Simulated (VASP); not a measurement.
Level of theory: PBEsol GGA, VASP's PBE PAW potentials (set 64) (plane waves; VASP).

A VASP calculation is set up with these files.

File KPOINTS:
```
Automatic mesh
0
Gamma
11 11 4
0 0 0
```

### POSCAR
```
TaSi
1.0
  2.9890368371  -0.0000001494   0.0000000000
 -1.4945181881   2.5885818214   0.0000000000
  0.0000000000   0.0000000000   8.0521047819
Ta Si
2 2
Cartesian
  0.0000000000   0.0000000000   0.0000000000
  0.0000000000   0.0000000000   4.0260523910
 -0.0000013409   1.7257220273   2.0130261955
  1.4945199899   0.8628596447   6.0390785864
```

**INCAR**
```
# general
SYSTEM  = TaSi
PREC    = Accurate
ENCUT   = 400   # plane-wave cut-off (eV)
LREAL   = F
LASPH   = T

# electronic loop
EDIFF   = 1E-6   # SCF stop (eV)
NELM    = 100   # most electronic steps
ALGO    = Normal   # blocked Davidson
LMAXMIX = 6   # l cut-off of mixed one-centre charges

# smearing
ISMEAR  = 1
SIGMA   = 0.1

# functional
GGA     = PS   # PBEsol

# ions
IBRION  = 2
NSW     = 60   # most ionic steps
ISIF    = 3   # ions, shape and volume
EDIFFG  = -0.02   # ionic stop

# output
LWAVE   = F
LCHARG  = F
```

POTCAR, in this order: Ta_pv Si (PBE.64 set). Program: vasp_std.

Output

### OSZICAR
```
       N       E                     dE             d eps       ncg     rms          rms(c)
DAV:   1     0.175949437071E+03    0.17595E+03   -0.13863E+04  1856   0.125E+03
DAV:   2    -0.322526394998E+02   -0.20820E+03   -0.20314E+03  2157   0.345E+02
DAV:   3    -0.392683615852E+02   -0.70157E+01   -0.67245E+01  2455   0.549E+01
DAV:   4    -0.393907857264E+02   -0.12242E+00   -0.12108E+00  2246   0.618E+00
DAV:   5    -0.393932604931E+02   -0.24748E-02   -0.24711E-02  2360   0.811E-01    0.236E+01
DAV:   6    -0.382045377076E+02    0.11887E+01   -0.35567E+00  2093   0.128E+01    0.110E+01
DAV:   7    -0.379633325625E+02    0.24121E+00   -0.56154E-01  2119   0.545E+00    0.225E+00
DAV:   8    -0.379544879546E+02    0.88446E-02   -0.40965E-02  2408   0.127E+00    0.347E-01
DAV:   9    -0.379528361901E+02    0.16518E-02   -0.33224E-03  2191   0.510E-01    0.151E-01
DAV:  10    -0.379527212643E+02    0.11493E-03   -0.27778E-04  2359   0.131E-01    0.543E-02
DAV:  11    -0.379527200097E+02    0.12546E-05   -0.27417E-05  2187   0.374E-02    0.177E-02
DAV:  12    -0.379527205303E+02   -0.52051E-06   -0.28502E-06  1696   0.134E-02
   1 F= -.37952721E+02 E0= -.37952051E+02  d E =-.379527E+02
       N       E                     dE             d eps       ncg     rms          rms(c)
DAV:   1    -0.379641579090E+02   -0.11438E-01   -0.34192E-01  1867   0.454E+00    0.470E-01
DAV:   2    -0.379563985989E+02    0.77593E-02   -0.16363E-02  2040   0.775E-01    0.223E-01
DAV:   3    -0.379550642982E+02    0.13343E-02   -0.27502E-03  2241   0.343E-01    0.809E-02
DAV:   4    -0.379549611637E+02    0.10313E-03   -0.38392E-04  2297   0.118E-01    0.635E-02
DAV:   5    -0.379549565803E+02    0.45835E-05   -0.73263E-05  2291   0.486E-02    0.183E-02
DAV:   6    -0.379549478894E+02    0.86909E-05   -0.28996E-05  2142   0.258E-02    0.364E-03
DAV:   7    -0.379549479371E+02   -0.47778E-07   -0.24088E-06  1690   0.867E-03
   2 F= -.37954948E+02 E0= -.37954156E+02  d E =-.222741E-02
       N       E                     dE             d eps       ncg     rms          rms(c)
DAV:   1    -0.379574809727E+02   -0.25331E-02   -0.83381E-02  1861   0.224E+00    0.229E-01
DAV:   2    -0.379556298906E+02    0.18511E-02   -0.40359E-03  2027   0.383E-01    0.109E-01
DAV:   3    -0.379553198599E+02    0.31003E-03   -0.64398E-04  2229   0.166E-01    0.389E-02
DAV:   4    -0.379552942881E+02    0.25572E-04   -0.90623E-05  2291   0.577E-02    0.302E-02
DAV:   5    -0.379552923571E+02    0.19310E-05   -0.16744E-05  2263   0.232E-02    0.888E-03
DAV:   6    -0.379552900355E+02    0.23216E-05   -0.64793E-06  2068   0.123E-02    0.176E-03
DAV:   7    -0.379552900441E+02   -0.86457E-08   -0.47445E-07  1035   0.417E-03
   3 F= -.37955290E+02 E0= -.37954425E+02  d E =-.256951E-02
```

**OUTCAR**
```
------------------------ aborting loop because EDIFF is reached ----------------------------------------
  FORCE on cell =-STRESS in cart. coord.  units (eV):
  Direction    XX          YY          ZZ          XY          YZ          ZX
  --------------------------------------------------------------------------------------
  Total        0.0407272      0.0407272     -0.0186520      0.0000000      0.0000000      0.0000000
  in kB        1.0451088      1.0451087     -0.4786311      0.0000000      0.0000000      0.0000000
  external PRESSURE =       0.5371955 kB  Pullay stress =       0.0000000 kB
  volume of cell :       62.44
      direct lattice vectors                 reciprocal lattice vectors
     3.002834332 -0.000000150 -0.000000000     0.333018714  0.192268416 -0.000000000
    -1.501416934  2.600530801  0.000000000     0.000000019  0.384536891 -0.000000000
     0.000000000  0.000000000  7.995409893     0.000000000 -0.000000000  0.125071762
 POSITION                                       TOTAL-FORCE (eV/Angst)
 -----------------------------------------------------------------------------------
      0.00000     -0.00000      0.00000        -0.000000      0.000000     -0.000000
      0.00000     -0.00000      3.99770        -0.000000      0.000000     -0.000000
     -0.00000      1.73369      1.99885        -0.000000      0.000000      0.000000
      1.50142      0.86684      5.99656         0.000000      0.000000      0.000000
 -----------------------------------------------------------------------------------
    total drift:                                0.000000     -0.000000      0.000000
  FREE ENERGIE OF THE ION-ELECTRON SYSTEM (eV)
  ---------------------------------------------------
  free  energy   TOTEN  =       -37.9552900441 eV

  energy  without entropy=      -37.9526939037  energy(sigma->0) =      -37.95442466

 reached required accuracy - stopping structural energy minimisation
```
(Selected blocks of OUTCAR.)

CONTCAR:
```
TaSi
   1.00000000000000
     3.0028343319357278   -0.0000001495509409   -0.0000000000000000
    -1.5014169339875760    2.6005308013059572    0.0000000000000000
     0.0000000000000000    0.0000000000000000    7.9954098932402848
  Ta              Si
     2     2
Direct
     0.0000000000000000    0.0000000000000000    0.0000000000000000
     0.0000000000000000    0.0000000000000000    0.5000000000000000
     0.3333330000000032    0.6666669999999968    0.2500000000000000
     0.6666669999999968    0.3333330000000032    0.7500000000000000
```

### OUTCAR
```
 val. band max:        7.9894922722   @ k =   0.2727   0.0909   0.5000

 cond. band min:       8.0010727518   @ k =   0.3636   0.1818   0.0000


 Fermi energy:         7.9970313431

 k-point     1 :       0.0000    0.0000    0.0000
  band No.  band energies     occupation
      1     -26.4444      2.00000
      2     -26.3971      2.00000
      3     -25.8046      2.00000
      4     -25.8046      2.00000
      5     -25.8029      2.00000
      6     -25.8029      2.00000
      7      -4.1157      2.00000
      8      -2.1102      2.00000
      9       0.2056      2.00000
     10       3.8046      2.00000
     11       6.1019      2.00000
     12       7.3533      2.00000
     13       7.8947      2.05479
     14       7.8947      2.05478
     15       8.2524     -0.00181
     16       8.2524     -0.00181
     17       9.8548     -0.00000
     18       9.8548     -0.00000
     19      10.8754      0.00000

 k-point     2 :       0.0909   -0.0000    0.0000
  band No.  band energies     occupation
      1     -26.4335      2.00000
      2     -26.3873      2.00000
      3     -25.8687      2.00000
      4     -25.8665      2.00000
      5     -25.8191      2.00000
      6     -25.8174      2.00000
      7      -3.9072      2.00000
      8      -2.0003      2.00000
      9       0.4875      2.00000
     10       4.0568      2.00000
     11       5.8075      2.00000
     12       7.4501      2.00000
     13       7.4879      2.00000
     14       8.0521      0.20633
     15       8.1049     -0.06295
     16       8.5116     -0.00000
     17       9.2801     -0.00000
     18       9.5980     -0.00000
     19      10.7426      0.00000

 k-point     3 :       0.1818   -0.0000    0.0000
  band No.  band energies     occupation
      1     -26.4043      2.00000
      2     -26.3611      2.00000
      3     -26.0374      2.00000
      4     -26.0340      2.00000
      5     -25.8579      2.00000
      6     -25.8560      2.00000
      7      -3.3024      2.00000
...
```

Unless said otherwise, spin-orbit coupling is left out, though it shifts the bands of the heavy elements here.

The structure was generated: TaSi was put into the NiAs type (P6_3/mmc), which need not be its known phase. This run relaxes it. Symmetry was kept, so distortions that lower it aren't found. The start is the result of an earlier pass.
